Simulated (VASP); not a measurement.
# A VASP study of Ta3Ti2 (PBE + D3): structure first, properties next, part 3 of 7

Wanted: the relaxed cell of Ta3Ti2 and its properties. The cell is invented: other elements were put on sites of a known structure type. It may not be a known or stable phase.

VASP 6.6.1; PBE with D3; plane waves and PAW (Ti_sv, Ta_pv); invented cell.

Still holding for the runs below: This run has no spin polarisation. Its electron count is odd, so without a moment it is a metal by construction. The k-mesh is coarse for a metal.

So far. Step 2 (Rough relaxation of the start cell): It ends with a largest force of 0.038 eV/Å and a pressure of -0.14 GPa.

## Step 3: Full relaxation (PBE + D3)

Properties are meant for the cell that this level of theory prefers, so cell and atoms are relaxed first (ISIF = 3) until forces and stress are small; EDIFFG sets the threshold.

The input, INCAR:

```
SYSTEM = Ta3Ti2
PREC = Accurate
ENCUT = 400
EDIFF = 1E-06
NELM = 100
ISMEAR = 1
SIGMA = 0.2
LREAL = .FALSE.
ALGO = Normal
GGA = PE
IVDW = 11
NBANDS = 35
LORBIT = 11
LWAVE = .FALSE.
LCHARG = .FALSE.
KPAR = 2
IBRION = 2
NSW = 60
ISIF = 3
EDIFFG = -0.01
```

The input, POSCAR:

```
Ta3Ti2
1.0
    3.0736627679      0.0000000000      0.0000000000
    0.0000000000      3.0736627679      0.0000000000
    0.0000000000      0.0000000000      9.6195892859
Ti Ta
2 3
Direct
    0.5000000000      0.0000000000      0.2310881689
    0.0000000000      0.5000000000      0.7689118311
    0.0000000000      0.5000000000      0.4097589084
    0.5000000000      0.0000000000      0.5902410916
    0.5000000000      0.5000000000      0.0000000000
```

The input, KPOINTS:

```
Automatic mesh
0
Gamma
9 9 3
0 0 0
```

Potentials, in the order of the species: Ti_sv and Ta_pv (PBE family, release 64).

On the command line:

```sh
mpirun -np 2 vasp_std
```

Log:

```text
[... set-up lines as in an earlier step ...]
 entering main loop
       N       E                     dE             d eps       ncg     rms          rms(c)
DAV:   1     0.626090285351E+03    0.62609E+03   -0.26831E+04  2132   0.156E+03
DAV:   3    -0.475362313030E+02   -0.57537E+02   -0.56035E+02  3421   0.128E+02
DAV:   4    -0.526970663153E+02   -0.51608E+01   -0.51070E+01  2960   0.319E+01
DAV:   5    -0.529532925280E+02   -0.25623E+00   -0.25576E+00  3104   0.674E+00    0.267E+01
DAV:   6    -0.566007366714E+02   -0.36474E+01   -0.11106E+02  3123   0.465E+01    0.183E+01
DAV:   7    -0.493118556092E+02    0.72889E+01   -0.85074E+01  2866   0.343E+01    0.122E+01
DAV:   8    -0.486299978038E+02    0.68186E+00   -0.92266E+00  2673   0.159E+01    0.163E+00
DAV:   9    -0.486651832753E+02   -0.35185E-01   -0.12747E+00  3072   0.705E+00    0.146E+00
DAV:  10    -0.486384531952E+02    0.26730E-01   -0.34287E-01  3042   0.322E+00    0.114E+00
DAV:  11    -0.486401377932E+02   -0.16846E-02   -0.41127E-02  2837   0.169E+00    0.328E-01
DAV:  12    -0.486390082026E+02    0.11296E-02   -0.83413E-03  3112   0.626E-01    0.103E-01
DAV:  13    -0.486390256148E+02   -0.17412E-04   -0.53747E-04  3021   0.221E-01    0.275E-02
DAV:  14    -0.486390123466E+02    0.13268E-04   -0.12292E-04  3032   0.819E-02    0.146E-02
DAV:  15    -0.486390149311E+02   -0.25845E-05   -0.10112E-05  2864   0.260E-02    0.345E-03
DAV:  16    -0.486390151519E+02   -0.22077E-06   -0.95116E-07  1424   0.863E-03
   1 F= -.51153726E+02 E0= -.51154832E+02  d E =-.511537E+02
 curvature:   0.00 expect dE= 0.000E+00 dE for cont linesearch  0.000E+00
 trial: gam= 0.00000 g(F)=  0.697E-02 g(S)=  0.950E-01 ort = 0.000E+00 (trialstep = 0.100E+01)
 search vector abs. value=  0.102E+00
 bond charge predicted
       N       E                     dE             d eps       ncg     rms          rms(c)
DAV:   1    -0.494485310361E+02   -0.80952E+00   -0.28822E+01  2350   0.526E+01    0.694E+00
DAV:   2    -0.490649913460E+02    0.38354E+00   -0.53962E+00  2852   0.179E+01    0.328E+00
DAV:   3    -0.489119238987E+02    0.15307E+00   -0.36931E+00  2903   0.860E+00    0.281E+00
DAV:   4    -0.487568078410E+02    0.15512E+00   -0.12222E+00  3057   0.701E+00    0.856E-01
DAV:   5    -0.487669748522E+02   -0.10167E-01   -0.11749E-01  3026   0.166E+00    0.819E-01
DAV:   6    -0.487663298176E+02    0.64503E-03   -0.22426E-02  2938   0.107E+00    0.455E-01
DAV:   7    -0.487714251590E+02   -0.50953E-02   -0.10514E-02  3256   0.490E-01    0.212E-01
DAV:   8    -0.487725004045E+02   -0.10752E-02   -0.35668E-03  3160   0.237E-01    0.703E-02
DAV:   9    -0.487725520314E+02   -0.51627E-04   -0.20265E-04  3000   0.605E-02    0.448E-02
DAV:  10    -0.487725503624E+02    0.16690E-05   -0.11186E-04  2712   0.743E-02    0.204E-02
DAV:  11    -0.487725535506E+02   -0.31882E-05   -0.81012E-06  2336   0.180E-02    0.593E-03
DAV:  12    -0.487725532770E+02    0.27364E-06   -0.16129E-06  1701   0.962E-03
   2 F= -.51192888E+02 E0= -.51191748E+02  d E =-.391616E-01
[... from here on, the cycles between the ionic steps are left out ...]
   3 F= -.51194794E+02 E0= -.51194087E+02  d E =-.410679E-01
   4 F= -.51237332E+02 E0= -.51234103E+02  d E =-.425378E-01
   5 F= -.51250177E+02 E0= -.51246948E+02  d E =-.553826E-01
   6 F= -.51297015E+02 E0= -.51294538E+02  d E =-.468383E-01
   7 F= -.51508286E+02 E0= -.51503510E+02  d E =-.258109E+00
   8 F= -.51623814E+02 E0= -.51623635E+02  d E =-.373637E+00
   9 F= -.51680341E+02 E0= -.51680233E+02  d E =-.430164E+00
  10 F= -.51739891E+02 E0= -.51744827E+02  d E =-.489714E+00
  11 F= -.51738601E+02 E0= -.51743321E+02  d E =-.488424E+00
  12 F= -.51752336E+02 E0= -.51757405E+02  d E =-.137353E-01
  13 F= -.51757545E+02 E0= -.51762329E+02  d E =-.189442E-01
  14 F= -.51774390E+02 E0= -.51779106E+02  d E =-.168447E-01
  15 F= -.51819484E+02 E0= -.51823993E+02  d E =-.619386E-01
  16 F= -.51884131E+02 E0= -.51888242E+02  d E =-.126586E+00
  17 F= -.51901544E+02 E0= -.51905020E+02  d E =-.143999E+00
  18 F= -.51913146E+02 E0= -.51916846E+02  d E =-.155601E+00
  19 F= -.51950074E+02 E0= -.51953886E+02  d E =-.369280E-01
  20 F= -.52021255E+02 E0= -.52025571E+02  d E =-.108109E+00
  21 F= -.52004583E+02 E0= -.52009271E+02  d E =-.914369E-01
  22 F= -.52038523E+02 E0= -.52043349E+02  d E =-.125377E+00
  23 F= -.52065471E+02 E0= -.52070166E+02  d E =-.269483E-01
  24 F= -.52099472E+02 E0= -.52104081E+02  d E =-.609498E-01
  25 F= -.52099497E+02 E0= -.52104118E+02  d E =-.609749E-01
  26 F= -.52100402E+02 E0= -.52104992E+02  d E =-.904054E-03
  27 F= -.52100582E+02 E0= -.52105181E+02  d E =-.108456E-02
  28 F= -.52100581E+02 E0= -.52105181E+02  d E =-.108339E-02
  29 F= -.52100696E+02 E0= -.52105276E+02  d E =-.115613E-03
 trial-energy change:   -0.000116  1 .order   -0.000114   -0.000166   -0.000062
 step:   0.9257(harm=  0.9257)  dis= 0.00047  next Energy=   -52.100714 (dE=-0.133E-03)
 bond charge predicted
       N       E                     dE             d eps       ncg     rms          rms(c)
DAV:   1    -0.495945644599E+02   -0.67744E-03   -0.74494E-03  2128   0.710E-01    0.706E-02
DAV:   2    -0.495945347410E+02    0.29719E-04   -0.10774E-03  2760   0.190E-01    0.580E-02
DAV:   3    -0.495944743737E+02    0.60367E-04   -0.74151E-04  2886   0.134E-01    0.338E-02
DAV:   4    -0.495944457732E+02    0.28601E-04   -0.15628E-04  2865   0.630E-02    0.933E-03
DAV:   5    -0.495944450596E+02    0.71356E-06   -0.24664E-05  2680   0.292E-02    0.997E-03
DAV:   6    -0.495944443700E+02    0.68964E-06   -0.23863E-06  1809   0.107E-02
  30 F= -.52100715E+02 E0= -.52105283E+02  d E =-.133767E-03
 curvature:  -0.49 expect dE=-0.376E-05 dE for cont linesearch -0.306E-08
 trial: gam= 0.03814 g(F)=  0.654E-05 g(S)=  0.113E-05 ort = 0.138E-05 (trialstep = 0.646E+00)
 search vector abs. value=  0.822E-05
 reached required accuracy - stopping structural energy minimisation
```

Elapsed: 4.8 min, on 2 MPI ranks of Intel Xeon 6975P-C (Granite Rapids), shared host; peak memory 0.4 GiB.

From OUTCAR (step 3):

```text
  LATTYP: Found a simple tetragonal cell.
 ALAT       =     3.0736627679
 C/A-ratio  =     3.1296827311

The static configuration has the point symmetry D_2d.

 Found     30 irreducible k-points:

   k-points           NKPTS =     30   k-points in BZ     NKDIM =     30   number of bands    NBANDS=     35

   dimension x,y,z NGX =    20 NGY =   20 NGZ =   64
   dimension x,y,z NGXF=    40 NGYF=   40 NGZF=  128

   ENCUT  =  400.0 eV  29.40 Ry    5.42 a.u.   5.01  5.01 15.69*2*pi/ulx,y,z

   NELECT =      57.0000    total number of electrons

 Edisp (eV)   -2.50681

 E-fermi :   6.5474

 k-point     1 :       0.0000    0.0000    0.0000
  band No.  band energies     occupation
    ...
     24       4.3632      2.00000
     25       4.5636      2.00000
     26       5.4820      2.00000
     27       6.2123      2.03926
     28       6.4345      1.80682
     29       6.8847     -0.03827
     30       7.2347     -0.00001
     31       7.7956     -0.00000
     32       8.0845     -0.00000
     33       8.0845     -0.00000
    ...

 k-point     2 :       0.1111    0.0000    0.0000
  band No.  band energies     occupation
    ...
     25       4.8036      2.00000
     26       5.5587      2.00000
     27       6.2867      2.06920
     28       6.3682      2.02133
     29       6.4990      1.39626
     30       6.9872     -0.00797
     31       7.4772     -0.00000
     32       7.8320     -0.00000
     33       8.1371     -0.00000
     34       8.1540     -0.00000
    ...

 Edisp (eV)   -2.50627

  Total      -0.00550    -0.00550    -0.00755     0.00000     0.00000     0.00000
  in kB      -0.09837    -0.09837    -0.13514     0.00000     0.00000     0.00000
  external pressure =       -0.11 kB  Pullay stress =        0.00 kB

  energy-cutoff  :      400.00
  volume of cell :       89.52
      direct lattice vectors                 reciprocal lattice vectors
     2.775189239  0.000000000 -0.000000000     0.360335788  0.000000000 -0.000000000
    -0.000000000  2.775189239  0.000000000     0.000000000  0.360335788  0.000000000
     0.000000000 -0.000000000 11.623233512     0.000000000 -0.000000000  0.086034579

 POSITION                                       TOTAL-FORCE (eV/Angst)
 -----------------------------------------------------------------------------------
      1.38759     -0.00000      2.45964         0.000000     -0.000000      0.008132
      0.00000      1.38759      9.16359        -0.000000      0.000000     -0.008132
      0.00000      1.38759      4.60543         0.000000     -0.000000      0.001304
      1.38759     -0.00000      7.01780        -0.000000      0.000000     -0.001304
      1.38759      1.38759      0.00000        -0.000000     -0.000000     -0.000000
 -----------------------------------------------------------------------------------
    total drift:                                0.000000      0.000000     -0.000000

  FREE ENERGIE OF THE ION-ELECTRON SYSTEM (eV)
  ---------------------------------------------------
  free  energy   TOTEN  =       -52.1007146004 eV

  energy  without entropy=      -52.1144206043  energy(sigma->0) =      -52.10528327

 total charge
# of ion       s       p       d       tot
------------------------------------------
    1        2.249   6.136   1.932  10.316
    2        2.249   6.136   1.932  10.316
    3        0.389   6.165   2.411   8.965
    4        0.389   6.165   2.411   8.965
    5        0.412   6.116   2.427   8.955
--------------------------------------------------
tot          5.688  30.717  11.112  47.517

[... 2 parts as in an earlier step ...]

[... 7 further parts left out ...]
```

CONTCAR:

```
Ta3Ti2
   1.00000000000000
     2.7751892390815032    0.0000000000000000   -0.0000000000000000
    -0.0000000000000000    2.7751892390815032    0.0000000000000000
     0.0000000000000000   -0.0000000000000000   11.6232335121469372
  Ti              Ta
     2     3
Direct
     0.5000000000000000    0.0000000000000000    0.2116144060335253
     0.0000000000000000    0.5000000000000000    0.7883855939664750
     0.0000000000000000    0.5000000000000000    0.3962261560334966
     0.5000000000000000    0.0000000000000000    0.6037738439665032
     0.5000000000000000    0.5000000000000000    0.0000000000000000
```

Relaxation path (22 of 30):

```
step  energy less that of the first step (eV)  largest force (eV/Å)  pressure (GPa)  volume (Å³)
   1                                   0.0000                0.2305            2.25        90.88
   2                                  -0.0392                0.1178           -2.79        94.25
   4                                  -0.0836                0.2745           -0.56        93.03
   5                                  -0.0965                0.5645            0.89        92.41
   7                                  -0.3546                0.9588           -1.72        93.60
   8                                  -0.4701                1.1555           -4.68        93.84
   9                                  -0.5266                1.4237           -3.52        93.90
  11                                  -0.5849                1.4838           -4.19        93.96
  12                                  -0.5986                1.4070           -4.23        93.86
  13                                  -0.6038                1.3307           -4.25        93.77
  15                                  -0.6658                1.1934           -2.67        92.62
  16                                  -0.7304                0.9655           -0.09        90.90
  18                                  -0.7594                0.8401            3.38        88.84
  19                                  -0.7963                0.8199            2.70        89.09
  20                                  -0.8675                0.7705            0.80        89.84
  22                                  -0.8848                0.7276           -0.59        90.48
  23                                  -0.9117                0.5344           -0.68        90.34
  24                                  -0.9457                0.0206           -0.70        89.93
  26                                  -0.9467                0.0089            0.38        89.30
  27                                  -0.9469                0.0101            0.08        89.48
  29                                  -0.9470                0.0070            0.02        89.51
  30                                  -0.9470                0.0081           -0.01        89.52
```

```csv
cell as run,before,after,change
a (Å),3.074,2.775,-9.7 %
b (Å),3.074,2.775,-9.7 %
c (Å),9.620,11.623,+20.8 %
volume (Å³/atom),18.18,17.90,-1.5 %
```

The atoms that moved most (Å, as changes of fractional coordinates times the final cell):

```
atom     dx     dy      dz  length
 Ti1  0.000  0.000  -0.226   0.226
 Ti2  0.000  0.000   0.226   0.226
 Ta3  0.000  0.000  -0.157   0.157
 Ta4  0.000  0.000   0.157   0.157
```

The relaxed structure:

```xyz
5
Lattice="2.7752 0.0000 0.0000 0.0000 2.7752 0.0000 0.0000 0.0000 11.6232" Properties=species:S:1:pos:R:3 pbc="T T T"
Ti    1.3876    0.0000    2.4596
Ti    0.0000    1.3876    9.1636
Ta    0.0000    1.3876    4.6054
Ta    1.3876    0.0000    7.0178
Ta    1.3876    1.3876    0.0000
```

Numbers from this step:

```yaml
irreducible_k_points: 30
free_energy_toten: -52.1007 eV
energy_at_zero_smearing: -52.1053 eV
fermi_energy: 6.547 eV
pressure: -0.01106 GPa
scf_cycles_over_all_ionic_steps: 296
```

It ends with a largest force of 0.008 eV/Å and a pressure of -0.01 GPa.

(Part 3 of 7 ends here.)

[Lines on the potential files, build, host, timing and source positions are cut from VASP's logs without a mark.]

[Logs are printed without paths, hosts, clocks, repeated set-up lines and the standing remarks that a program may print on its own settings, such as how far it seeks lower states.]

[Hosts, paths, dates, database ids (printed as entryN), source tags and the programs' standing remarks are cut or masked in the printed files.]

[A measured line is paired with the nearest computed mode of its activity, which favours agreement.]
